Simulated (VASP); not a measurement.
**SrZr2O3: single point with PBE**

SrZr2O3:

```
Sr Zr O
1.0
     3.37102    0.00000    0.00000
    -3.37103    5.83879    0.00000
     0.00000    0.00000    8.25068
Sr Zr O
2 4 6
Direct
  0.00000 0.00000 0.00000
  0.00000 0.50000 0.00000
  0.66667 0.16667 0.64666
  0.66667 0.66667 0.64666
  0.33333 0.33333 0.35334
  0.33333 0.83333 0.35334
  0.00000 0.00000 0.50000
  0.00000 0.50000 0.50000
  0.33333 0.33333 0.79884
  0.33333 0.83333 0.79884
  0.66667 0.16667 0.20116
  0.66667 0.66667 0.20116
```

The cell was built by a generator and needn't be a form met in nature.

```
Program                : VASP 6.6.1
Task                   : single point
Functional             : PBE
Potentials or basis    : VASP PAW PBE potentials, release 64 (Sr_sv, Zr_sv, O)
Cutoff                 : 520 eV
k mesh                 : 8 × 8 × 3
Occupations            : gaussian, width 0.15 eV
Spin                   : no spin polarisation
Further INCAR settings : PREC = Normal; LREAL = Auto; ALGO = Fast; EDIFF = 1e-05; NBANDS = 64
```

```yaml
Pressure: -0.1 GPa
Largest_force: 0.052 eV/Å
Band_gap_on_the_k_mesh: none (metal or under the smearing width)
```

Forces in eV/Å, atoms in the order of the input:
```
Sr   0.000  0.000  0.000
Sr   0.000  0.000  0.000
Zr   0.000 -0.001  0.052
Zr   0.000 -0.001  0.052
Zr   0.000  0.001 -0.052
Zr   0.000  0.001 -0.052
O    0.000  0.000  0.000
O    0.000  0.000  0.000
O    0.000 -0.004 -0.037
O    0.000 -0.004 -0.037
O    0.000  0.004  0.037
O    0.000  0.004  0.037
```

Stress tensor (GPa, compression positive):
```
-0.26  0.00  0.00
 0.00  0.17 -0.02
 0.00 -0.02 -0.06
```

Levels at points of the mesh, in eV from the Fermi level:
| k point | band 50 | band 51 | band 52 | band 53 | band 54 | band 55 |
| --- | --- | --- | --- | --- | --- | --- |
| (0.00, 0.00, 0.00) | -0.73 | -0.73 | -0.59 | 0.24 | 0.48 | 0.55 |
| (0.50, 0.00, 0.00) | -2.95 | 0.55 | 0.55 | 0.56 | 0.56 | 1.03 |
| (0.00, 0.50, 0.00) | -1.85 | -0.16 | -0.16 | 0.34 | 0.34 | 0.40 |
| (0.50, 0.50, 0.00) | -1.24 | -0.93 | -0.93 | 0.85 | 0.85 | 1.16 |

Wall time 25 min on 1 thread of Intel(R) Xeon(R) Platinum 8488C (Sapphire Rapids), with other jobs on the host, peak memory 0.48 GiB.
